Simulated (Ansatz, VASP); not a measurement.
# Cross-check of WS2 between VASP and Ansatz, part 2 of 2

Aim: how closely do two programs agree when they are given the same cell, functional and k mesh? The cell is taken from a series of runs on this material, whose earlier steps may have relaxed, scaled, displaced or heated it; both programs get it as it stands.

VASP 6.6.1 and Ansatz 0.2.0.

So far: Set-up; VASP: zone-centre phonons, LDA.

### 2. VASP: zone-centre phonons, LDA (continued)

Level of this step: LDA, no spin polarisation; plane waves and PAW (W, S) (VASP).

Numbers of over 12 decimals in the logs are rounded to 6 here.

Parts of OUTCAR (step 2):

```text
ion  position               nearest neighbor table
   1  0.333  0.667  0.333-   2 2.39   2 2.39   2 2.39   3 2.39   3 2.39   3 2.39
   2  0.667  0.333  0.385-   1 2.39   1 2.39   1 2.39
   3  0.667  0.333  0.281-   1 2.39   1 2.39   1 2.39

  LATTYP: Found a hexagonal cell.
 ALAT       =     3.1253123720
 C/A-ratio  =     9.5990404891

 Subroutine GETGRP returns: Found 12 space group operations
 (whereof  6 operations were pure point group operations)

The static configuration has the point symmetry C_3v.
 The point group associated with its full space group is D_3h.

 Found     12 irreducible k-points:

   k-points           NKPTS =     12   k-points in BZ     NKDIM =     12   number of bands    NBANDS=     15

   dimension x,y,z NGX =    28 NGY =   28 NGZ =  240
   dimension x,y,z NGXF=    56 NGYF=   56 NGZF=  480

   ENCUT  =  600.0 eV  44.10 Ry    6.64 a.u.   6.24  6.24 59.92*2*pi/ulx,y,z

   NELECT =      18.0000    total number of electrons

 k-points in reciprocal lattice and weights: Automatic mesh
   0.00000000  0.00000000  0.00000000       0.012
   0.11111111 -0.00000000  0.00000000       0.074
   0.22222222  0.00000000  0.00000000       0.074
   0.33333333 -0.00000000  0.00000000       0.074
   0.44444444  0.00000000  0.00000000       0.074
   0.11111111  0.11111111  0.00000000       0.074
   0.22222222  0.11111111  0.00000000       0.148
   0.33333333  0.11111111  0.00000000       0.148
   0.44444444  0.11111111  0.00000000       0.074
   0.22222222  0.22222222  0.00000000       0.074
   0.33333333  0.22222222  0.00000000       0.148
   0.33333333  0.33333333  0.00000000       0.025

 average (electrostatic) potential at core
       1 -49.3636       2 -95.3282       3 -95.3282

  Total       -0.0980270     -0.0980270     -0.0642281      0.0000000      0.0000000      0.0000000
  in kB       -0.6188955     -0.6188955     -0.4055055      0.0000000      0.0000000      0.0000000
  external PRESSURE =      -0.5477655 kB  Pullay stress =       0.0000000 kB

  energy-cutoff  :      600.00
  volume of cell :      253.77
      direct lattice vectors                 reciprocal lattice vectors
     3.125312372  0.000000000  0.000000000     0.319968016  0.184733620  0.000000000
    -1.562656186  2.706599909  0.000000000     0.000000000  0.369467241  0.000000000
     0.000000000  0.000000000 30.000000000     0.000000000  0.000000000  0.033333333

 POSITION                                       TOTAL-FORCE (eV/Angst)
 -----------------------------------------------------------------------------------
     -0.00000      1.80440     10.00000         0.000000     -0.000000     -0.000000
      1.56266      0.90220     11.56058         0.000000      0.000000     -0.017889
      1.56266      0.90220      8.43942        -0.000000      0.000000      0.017889
 -----------------------------------------------------------------------------------
    total drift:                                0.000000     -0.000000      0.000003

 MACROSCOPIC STATIC DIELECTRIC TENSOR (including local field effects in DFT)
 ------------------------------------------------------
           3.577484    -0.000000    -0.000000
          -0.000000     3.577484     0.000000
           0.000000     0.000000     1.205778
 ------------------------------------------------------

 PIEZOELECTRIC TENSOR (including local field effects)  for field in x, y, z        (C/m^2)
          XX          YY          ZZ          XY          YZ          ZX
  --------------------------------------------------------------------------------
  x     0.00000     0.00000     0.00000     0.07272     0.00000     0.00000
  y     0.07272    -0.07272     0.00000    -0.00000     0.00000     0.00000
  z    -0.00000    -0.00000     0.00000     0.00000     0.00000     0.00000

 BORN EFFECTIVE CHARGES (including local field effects) (in |e|, cummulative output)
 ---------------------------------------------------------------------------------
 ion    1
    1    -0.72814     0.00000     0.00000
    2    -0.00000    -0.72814     0.00000
    3     0.00000     0.00000    -0.07589
 ion    2
    1     0.36407     0.00000     0.00000
    2    -0.00000     0.36407     0.00000
    3     0.00000     0.00000     0.03794
 ion    3
    1     0.36407     0.00000     0.00000
    2     0.00000     0.36407     0.00000
    3     0.00000     0.00000     0.03794

 Eigenvectors and eigenvalues of the dynamical matrix
 ----------------------------------------------------

   1 f  =   13.326156 THz    83.730707 2PiTHz  444.512714 cm-1    55.112528 meV
             X         Y         Z           dx          dy          dz
     -0.000000  1.804400 10.000000    -0.000000    0.000000   -0.508514
      1.562656  0.902200 11.560576     0.000000   -0.000000    0.608857
      1.562656  0.902200  8.439424     0.000000   -0.000000    0.608857

   2 f  =   12.755895 THz    80.147655 2PiTHz  425.490873 cm-1    52.754121 meV
             X         Y         Z           dx          dy          dz
     -0.000000  1.804400 10.000000    -0.000000    0.000000   -0.000000
      1.562656  0.902200 11.560576     0.000000   -0.000000    0.707107
      1.562656  0.902200  8.439424     0.000000   -0.000000   -0.707107

   3 f  =   10.874664 THz    68.327532 2PiTHz  362.739761 cm-1    44.973978 meV
             X         Y         Z           dx          dy          dz
     -0.000000  1.804400 10.000000    -0.508513   -0.000024    0.000000
      1.562656  0.902200 11.560576     0.608857    0.000028   -0.000000
      1.562656  0.902200  8.439424     0.608857    0.000028    0.000000

   4 f  =   10.874664 THz    68.327532 2PiTHz  362.739761 cm-1    44.973978 meV
             X         Y         Z           dx          dy          dz
     -0.000000  1.804400 10.000000    -0.000024    0.508513   -0.000000
      1.562656  0.902200 11.560576     0.000028   -0.608857   -0.000000
      1.562656  0.902200  8.439424     0.000028   -0.608857   -0.000000

   5 f  =    9.028931 THz    56.730448 2PiTHz  301.172728 cm-1    37.340642 meV
             X         Y         Z           dx          dy          dz
     -0.000000  1.804400 10.000000     0.000000    0.000000   -0.000000
      1.562656  0.902200 11.560576     0.707107   -0.000010    0.000000
      1.562656  0.902200  8.439424    -0.707107    0.000010   -0.000000

   6 f  =    9.028931 THz    56.730448 2PiTHz  301.172728 cm-1    37.340642 meV
             X         Y         Z           dx          dy          dz
     -0.000000  1.804400 10.000000     0.000000   -0.000000   -0.000000
      1.562656  0.902200 11.560576     0.000010    0.707107   -0.000000
      1.562656  0.902200  8.439424    -0.000010   -0.707107   -0.000000

   7 f/i=    0.000367 THz     0.002308 2PiTHz    0.012255 cm-1     0.001519 meV
             X         Y         Z           dx          dy          dz
     -0.000000  1.804400 10.000000    -0.091912    0.856134    0.000000
      1.562656  0.902200 11.560576    -0.038382    0.357519    0.000000
      1.562656  0.902200  8.439424    -0.038382    0.357519    0.000000

   8 f/i=    0.000367 THz     0.002308 2PiTHz    0.012255 cm-1     0.001519 meV
             X         Y         Z           dx          dy          dz
     -0.000000  1.804400 10.000000    -0.856134   -0.091912   -0.000000
      1.562656  0.902200 11.560576    -0.357519   -0.038382   -0.000000
      1.562656  0.902200  8.439424    -0.357519   -0.038382   -0.000000

   9 f/i=    0.000437 THz     0.002748 2PiTHz    0.014586 cm-1     0.001808 meV
             X         Y         Z           dx          dy          dz
     -0.000000  1.804400 10.000000     0.000000    0.000000   -0.861054
      1.562656  0.902200 11.560576     0.000000    0.000000   -0.359574
      1.562656  0.902200  8.439424     0.000000    0.000000   -0.359574

 MACROSCOPIC STATIC DIELECTRIC TENSOR IONIC CONTRIBUTION
 ------------------------------------------------------
           0.016434    -0.000000     0.000000
          -0.000000     0.016434    -0.000000
           0.000000    -0.000000     0.000119
 ------------------------------------------------------

 ELASTIC MODULI CONTR FROM IONIC RELAXATION (kBar)
 Direction    XX          YY          ZZ          XY          YZ          ZX
 --------------------------------------------------------------------------------
 XX        -109.7118    -81.3201   -250.4832      0.0000      0.0000     -0.0000
 YY         -81.3201   -109.7118   -250.4832      0.0000      0.0000     -0.0000
 ZZ        -250.4832   -250.4832   -656.8729      0.0000      0.0000     -0.0000
 XY           0.0000      0.0000      0.0000    -14.1958     -0.0000     -0.0000
 YZ           0.0000      0.0000      0.0000     -0.0000   -341.7775     -0.0000
 ZX          -0.0000     -0.0000     -0.0000     -0.0000     -0.0000   -288.3045
 --------------------------------------------------------------------------------

 PIEZOELECTRIC TENSOR IONIC CONTR  for field in x, y, z        (C/m^2)
          XX          YY          ZZ          XY          YZ          ZX
  --------------------------------------------------------------------------------
  x    -0.00000    -0.00000    -0.00000     0.01437     0.00000     0.00000
  y     0.01437    -0.01437    -0.00000    -0.00000     0.00000    -0.00000
  z    -0.00000    -0.00000    -0.00000     0.00000    -0.00000    -0.00000
```

The dielectric response converges more slowly with the mesh than energies do, so tensor and charges may still move on a finer one.

### 3. Ansatz: zone-centre phonons, LDA

Ansatz runs on its default PAW (the set named soft_2) files.

The same cell, functional (in two slightly different forms) and mesh now go to Ansatz, which takes its cutoff from its data sets.

input.yaml reads:

```yaml
crystal:
  lattice:
    - [3.125312372, 0.0, 0.0]
    - [-1.562656186, 2.7065999089, 0.0]
    - [0.0, 0.0, 30.0]
  atoms:
    - { symbol: W, position: [0.3333333333, 0.6666666667, 0.3333333333] }
    - { symbol: S, position: [0.6666666667, 0.3333333333, 0.3853525478] }
    - { symbol: S, position: [0.6666666667, 0.3333333333, 0.2813141189] }
  periodic: [true, true, false]
kpoints:
  mp_grid: { grid: [9, 9, 1] }
hamiltonian:
  xc: lda
scf:
  occupations: { method: fixed }
output:
  eigenvalues: true
phonons:
  method: dfpt
  dielectric: true
```

Run with:

```sh
$ ansatz run input.yaml --threads 2 --pin off --max-ram 5120MiB --backend cpu --events-out ev --progress --plain --runs-dir out
```

What it wrote:

```text
Warning: phonons.dielectric: true without phonons.rigid_motions: the static dielectric tensor ε⁰ will be withheld (ε∞, Z* and the rows of modes are given); for a crystal or a slab, whose only rigid motions are the translations, set phonons.rigid_motions: translations
Engine: ansatz 0.2.0, x86_64-unknown-linux-gnu
Pseudopotentials: kind: paw
Pseudopotential: W, paw, valence charge 14, recommended cutoff 420 eV (normal), W.paw.azcp
Pseudopotential: S, paw, valence charge 6, recommended cutoff 420 eV (normal), S.paw.azcp
Functional definition: SPW92
  exchange = slater_x
  correlation = pw_c
Crystal: 3 atoms, lattice volume = 253.769 Å³
Basis set: ecut = 420 eV, 4925 PW (Γ), exchange–correlation on 48×48×432 points (8 copies of the dense FFT grid, shifted against one another)
Bands: 17, of which v1, the nominal top of the filled ones, is band 13 counted from 1 (12 counted from 0)
Symmetry: 12 space group operations
k-points: 25 of 81 (irreducible under 2 space group operations, time reversal used)
Non-local potential: W, projectors of the file, l = 0: 3, l = 1: 2, l = 2: 2, l = 3: 1
Non-local potential: S, projectors of the file, l = 0: 2, l = 1: 2, l = 2: 2
PAW form: soft (Blöchl's): semilocal exchange-correlation on the pseudo side does not see the compensation charge
PAW frozen core: W, regenerated for the run's functional, and the local potential with it (the file was generated under x = pbe(κ = 0.804, μ = 0.219515), c = pbe(β = 0.066725))
PAW frozen core: S, regenerated for the run's functional, and the local potential with it (the file was generated under x = pbe(κ = 0.804, μ = 0.219515), c = pbe(β = 0.066725))
PAW one-centre angular grid: W, 590 points (default); XC on 64 Gauss nodes
PAW one-centre angular grid: S, 110 points (default); XC on 64 Gauss nodes
Initial density: superposition of atomic densities (neutral atoms: chi_scale 0, normalization atom), corrected by the library's trained network
Initial wavefunctions: pseudopotential atomic-orbital guess
Functional: x = slater, c = lda
SCF iter   1: F=—  HF=-11871.603891 eV  |F-HF|=—  |Δ(HF+E_count)|=         —  Δρ=5.31e-3  dr2=1.66e-1  ethr=1.77e-3  ⟨swp⟩=7.9  Hψ=2982  notcnv=0  defer=42
preconditioner: auto → none  [insulator: Δε(μ)=1.958 eV  Ē_g=8.823 eV  n_scr=16 (ndim 8)  ℏωp=9.9 eV  f_vac=0.765  ε∞_Penn≈2.3]
SCF iter   2: F=—  HF=-11871.674739 eV  |F-HF|=—  |Δ(HF+E_count)|=   7.08e-2  Δρ=7.76e-3  dr2=5.78e-1  ethr=6.37e-4  ⟨swp⟩=5.0  Hψ=1356  notcnv=0  defer=50  recentre
SCF iter   3: F=—  HF=-11871.581458 eV  |F-HF|=—  |Δ(HF+E_count)|=   9.33e-2  Δρ=1.90e-3  dr2=5.16e-3  ethr=6.37e-4  ⟨swp⟩=4.7  Hψ=930  notcnv=0  defer=50
SCF iter   4: F=—  HF=-11871.583181 eV  |F-HF|=—  |Δ(HF+E_count)|=   1.72e-3  Δρ=5.59e-4  dr2=7.03e-4  ethr=1.98e-5  ⟨swp⟩=4.1  Hψ=1285  notcnv=0  defer=50
SCF iter   5: F=—  HF=-11871.583163 eV  |F-HF|=—  |Δ(HF+E_count)|=   1.81e-5  Δρ=2.13e-4  dr2=9.00e-5  ethr=2.70e-6  ⟨swp⟩=3.4  Hψ=946  notcnv=0  defer=50
SCF iter   6: F=—  HF=-11871.583146 eV  |F-HF|=—  |Δ(HF+E_count)|=   1.66e-5  Δρ=3.67e-5  dr2=6.72e-6  ethr=3.46e-7  ⟨swp⟩=2.6  Hψ=865  notcnv=0  defer=50
SCF iter   7: F=—  HF=-11871.583145 eV  |F-HF|=—  |Δ(HF+E_count)|=   1.27e-6  Δρ=1.53e-5  dr2=6.69e-7  ethr=2.58e-8  ⟨swp⟩=4.1  Hψ=987  notcnv=0  defer=46
SCF iter   8: F=—  HF=-11871.583146 eV  |F-HF|=—  |Δ(HF+E_count)|=   8.16e-7  Δρ=6.57e-6  dr2=1.06e-7  ethr=2.57e-9  ⟨swp⟩=3.0  Hψ=880  notcnv=0  defer=43
SCF iter   9: F=—  HF=-11871.583146 eV  |F-HF|=—  |Δ(HF+E_count)|=   4.01e-8  Δρ=9.84e-7  dr2=2.37e-9  ethr=4.09e-10  ⟨swp⟩=3.5  Hψ=1013  notcnv=0  defer=43
SCF iter  10: F=-11871.583146 eV  HF=-11871.583146 eV  |F-HF|=7.28e-12  |Δ(HF+E_count)|=  8.00e-10  Δρ=1.84e-7  dr2=8.73e-11  ethr=1.00e-12  ⟨swp⟩=19.7  Hψ=5709  notcnv=0
SCF 1 converged in 10 iterations: F = -11871.583146 eV  dr2 = 8.73e-11
  greatest PAW one-centre occupation: 1.000 electrons in one spin orbital (limit 2), on the W atom at site 0 (counted from 0), in its partial waves of l = 0
NSCF: frozen V_eff on 2 k-points
DFPT response loops at Γ: preconditioner auto → none (the input reference at scf.mixing.eps_inf says where Resta's filter doesn't serve); β = 0.50; Broyden in place of MSR1
── the response to a field inside a basis, on 12×12×1 k-points: an SCF that follows is theirs, and a resumed run solves both again ──
Bands: 14, of which v1, the nominal top of the filled ones, is band 13 counted from 1 (12 counted from 0)
k-points: 42
Initial density: handed on by an earlier stage of this run
Initial wavefunctions: pseudopotential atomic-orbital guess (no wavefunctions were taken with the density)
Eigensolver: Dense (42 Hₖ)
SCF iter   1: F=—  HF=-11871.577393 eV  |F-HF|=—  |Δ(HF+E_count)|=         —  Δρ=8.19e-5  dr2=3.87e-6  ethr=1.00e-1
preconditioner: auto → none  [insulator: Δε(μ)=2.096 eV  Ē_g=7.924 eV  n_scr=16 (ndim 8)  ℏωp=9.9 eV  f_vac=0.765  ε∞_Penn≈2.6]
SCF iter   2: F=—  HF=-11871.577394 eV  |F-HF|=—  |Δ(HF+E_count)|=   6.71e-7  Δρ=4.02e-5  dr2=1.13e-6  ethr=1.49e-8
SCF iter   3: F=—  HF=-11871.577395 eV  |F-HF|=—  |Δ(HF+E_count)|=   1.53e-6  Δρ=2.95e-5  dr2=8.23e-6  ethr=4.33e-9  recentre
SCF iter   4: F=-11871.577394 eV  HF=-11871.577394 eV  |F-HF|=9.02e-10  |Δ(HF+E_count)|=   1.30e-6  Δρ=1.87e-6  dr2=3.58e-9  ethr=4.33e-9
SCF 1 converged in 4 iterations: F = -11871.577394 eV  dr2 = 3.58e-9
DFPT response loops at Γ: mixed as the last ones told, above
SCF converged after 10 iterations
Free energy (F): -11871.583146 eV
Harris-Foulkes:  -11871.583146 eV  (|F-HF|=7.28e-12)
Internal energy: -11871.583146 eV  (E = F + TS)
E sigma→0 (E₀):  -11871.583146 eV
Fermi energy:    -5.945306 eV
--- Per-component energies (eV) ---
  E_band       = -628.349286
  E_kinetic    = 669.985139
  E_local      = -45494.589180  (includes V_loc(G=0)·N_el)
  E_nonlocal   = 65.256931
  E_hartree    = 22344.717274
  E_xc         = -459.453065
  E_vxc        = -416.836074  (∫ρ·V_xc dr)
  E_paw        = -9447.479733  (= ΣΔE_a)
  E_vpaw       = -141.600381  (= ΣTr[D̂ρ^β])
  E_aug_tail   = -0.000067  (compensation charges beyond the density's cutoff)
  E_ewald      = 20449.390007
  E_core_change = 0.589548  (= ΣΔE_core)
  E_smearing   = -0.000000  (= −TS)
  E_closure    = -0.000000  (closes the sum)
  Σ components = -11871.583146   (vs F -11871.583146, Δ=0.00e0)
--- Band table (eV; the first three rows and the last of 25) ---
  k-point 0: bands = [... 9 lower, -8.1468, -7.5026, -7.5026, -6.1020, -2.8918, -2.8918, -2.6978, -2.6978]
  k-point 1: bands = [... 9 lower, -8.5986, -7.8284, -7.2633, -6.1904, -3.2217, -3.0494, -2.8902, -2.5073]
  k-point 2: bands = [... 9 lower, -8.4777, -8.0419, -7.4651, -6.6945, -3.6501, -3.2038, -2.8103, -1.7783]
  k-point 24: bands = [... 9 lower, -9.6564, -8.8986, -7.5881, -6.7259, -3.6138, -2.5906, -2.5522, -0.7669]
--- Phonons (Γ-DFPT): 4 representative perturbations + reference, on 25 of 81 k-points (Σ response iterations 23) ---
  k mesh reduced under 2 symmetry operations, with k and −k counted as one. Each operation leaves every solved perturbation unchanged. A smaller set is not considered because the run solves the response to a homogeneous field
  ASR residual: 7.125e-4 → 0.000e0 eV/Å²; symmetrization residual: 1.084e-5 eV/Å²
  ASR residual per site (eV/Å²): 7.13e-4 1.64e-5 1.64e-5
  Γ frequencies (cm⁻¹): 0.00 0.00 0.00 299.38 299.38 360.74 360.74 421.24 442.77
  ε∞ (high-frequency dielectric tensor):
        3.576471     0.000000    -0.000000
        0.000000     3.576471    -0.000000
       -0.000000    -0.000000     1.170639
  α∞ (the layer's polarisability for a field applied outside it; Å, Gaussian; ε∞ is over the cell's 30.000 Å):
        6.150872     0.000000    -0.000000
        0.000000     6.150872    -0.000000
       -0.000000    -0.000000     0.407371
  ε⁰ (static dielectric tensor): not given — the deck does not say what the cell's rigid motions are, and on a molecule in a box or a wire the rigid rotations would enter the sum over the modes at Γ. For a crystal or a slab, whose only rigid motions are the translations, set phonons.rigid_motions: translations.
  Born effective charges Z* (e; rows j = field, columns β = displacement):
    site 0:
        -0.70642   -0.00000    0.00000
        -0.00000   -0.70642    0.00000
         0.00000    0.00000   -0.06698
    site 1:
         0.35321    0.00000    0.00000
         0.00000    0.35321   -0.00000
         0.00000   -0.00000    0.03349
    site 2:
         0.35321    0.00000   -0.00000
         0.00000    0.35321    0.00000
        -0.00000    0.00000    0.03349
  Z* charge neutrality: 1.037e-3 e pre-enforcement
  solved inside a basis spanned on kpoints, on 12×12×1 k-points transformed towards the longest dipole: ε∞ is read to err by 9.8e-3, Z* by 1.5e-2 e (field_mesh: kpoints solves on kpoints); Z* is corrected for what the basis lacks
  optical modes at Γ without the LO–TO term, one row a degenerate level:
      ω (cm⁻¹)  modes    IR ((D/Å)²/amu)
        299.38      2             0.0000
        360.74      2             0.4844
        421.24      1             0.0000
        442.77      1             0.0022
```

### 4. Side by side

Known differences besides the potentials themselves: fixed occupations in Ansatz, narrow Gaussian smearing in VASP; Ansatz cuts the interaction across the vacuum, VASP repeats the sheet without a dipole correction; VASP's response is taken on the typed mesh, Ansatz refines its own for the field response alone; the data sets hold 26 valence electrons in Ansatz (on its default PAW (the set named soft_2) files) and 18 in VASP; the cutoff is 420 eV in Ansatz and 600 eV in VASP; VASP's log shows a relativistic correction to its local exchange, Ansatz's none. Total energies have different zeros and are not compared.

The two programs side by side:

```
                  quantity  Ansatz   VASP  difference
optical mode 1 to 2 (cm⁻¹)   299.4  301.2     -0.60 %
optical mode 3 to 4 (cm⁻¹)   360.7  362.7     -0.55 %
     optical mode 5 (cm⁻¹)   421.2  425.5     -1.00 %
     optical mode 6 (cm⁻¹)   442.8  444.5     -0.39 %
```

Not compared: the dielectric constant (it scales with the vacuum, whose height the programs need not share). Modes are paired by rising frequency, not by their patterns, so a pair may set unlike modes beside each other; they are those without the splitting of longitudinal modes. Where the cell holds vacuum, a pressure given here is an average over it and none of the material.

### 5. Summary of results

- r.m.s. difference of the optical zone-centre modes, each program's sorted by frequency (zone-centre phonons, LDA): 2.4 cm⁻¹
- difference in optical mode 5 (zone-centre phonons, LDA): -1.0 %

**Reading.** The r.m.s. difference of the optical zone-centre modes, each program's sorted by frequency is 2.4 cm⁻¹ (zone-centre phonons, LDA). The data sets hold unlike numbers of valence electrons (26 in Ansatz and 18 in VASP), so part of the differences may come from the potentials. Among the rows given in per cent, the largest difference of the zone-centre phonons, LDA pair is in optical mode 5, -1.0 %. Such differences can come from data sets, numerical settings and the points named under the comparisons, not from the functional's error against experiment.

[Lines on the potential files, build, host, timing and source positions are cut from VASP's logs without a mark.]

[Logs are printed without paths, hosts, clocks, repeated set-up lines and the standing remarks that a program may print on its own settings, such as how far it seeks lower states.]

[Hosts, paths, dates, database ids (printed as entryN), source tags and the programs' standing remarks are cut or masked in the printed files.]
